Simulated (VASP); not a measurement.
Here is the system:

```
CELL_PARAMETERS angstrom
      0.00000     2.57141     2.57141
      2.57141     0.00000     2.57141
      2.57141     2.57141     0.00000
ATOMIC_POSITIONS crystal
  Mg 0.00000 0.00000 0.00000
  S  0.50000 0.50000 0.50000
```

Calculation: vdW-DF-cx, VASP's PBE PAW potentials (set 64) (plane waves; VASP). Numerical set-up: 520 eV cut-off, 9×9×9 Γ-centred mesh, Gaussian smearing of 0.050 eV, potentials Mg S.

Q: Predict the energy per atom (σ→0), pressure.

A: 
```yaml
energy per atom (σ→0): -2.959 eV/atom
pressure: 25.5 kbar
```

The compound is MgS in the rock salt structure. This cell is one point of a volume scan, at 0.97 of the reference volume.
